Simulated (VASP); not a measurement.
Input:

```
TaSi2
1.0
    4.76991     0.00000     0.00000
   -2.38496     4.13087     0.00000
    0.00000     0.00000     6.56212
Ta Si
3 6
Direct
  0.50000   0.00000   0.00000
  0.50000   0.50000   0.66667
  0.00000   0.50000   0.33333
  0.15867   0.31733   0.00000
  0.84133   0.15867   0.66667
  0.68267   0.84133   0.33333
  0.84133   0.68267   0.00000
  0.15867   0.84133   0.66667
  0.31733   0.15867   0.33333
```

All values below come from r2SCAN+rVV10, VASP's PBE PAW potentials (set 64) (plane waves; VASP 6.6.1). Run with 400 eV cut-off, 8×8×5 Γ-centred mesh, tetrahedra with Blöchl corrections, potentials Ta_pv Si.

Give the energies of bands 20 to 33 at the high-symmetry points, in eV from the Fermi level.

| band | Γ | M | K | A | L | H |
|---|---|---|---|---|---|---|
| 20 | -4.09 | -4.08 | -2.94 | -5.17 | -3.98 | -2.97 |
| 21 | -3.72 | -3.83 | -2.94 | -4.54 | -2.94 | -2.97 |
| 22 | -2.75 | -2.84 | -2.17 | -2.98 | -2.51 | -2.75 |
| 23 | -2.75 | -2.33 | -2.02 | -2.83 | -2.26 | -2.75 |
| 24 | -2.64 | -2.23 | -2.02 | -2.83 | -2.22 | -2.69 |
| 25 | -2.63 | -2.16 | -1.82 | -2.34 | -2.16 | -2.52 |
| 26 | -2.63 | -1.10 | -1.80 | -2.24 | -2.10 | -0.76 |
| 27 | -2.32 | -0.74 | -1.80 | -1.97 | -1.90 | -0.76 |
| 28 | -2.32 | -0.06 | 0.38 | -1.97 | -0.68 | -0.11 |
| 29 | -1.66 | -0.05 | 0.38 | 1.27 | -0.24 | -0.11 |
| 30 | 0.88 | 0.97 | 0.64 | 1.27 | 1.71 | 1.08 |
| 31 | 3.27 | 1.32 | 2.34 | 2.89 | 2.17 | 1.75 |
| 32 | 3.27 | 1.73 | 2.35 | 2.89 | 2.77 | 1.75 |
| 33 | 3.84 | 2.13 | 2.38 | 3.77 | 2.79 | 2.54 |

It has no gap at this level: it comes out as a metal or semimetal.

The structure comes from a measured TaSi2 entry (P6_422) of the Crystallography Open Database, whose conditions weren't checked. It was relaxed first. The electron count is odd and the run is not spin-polarised, which forces a metal.
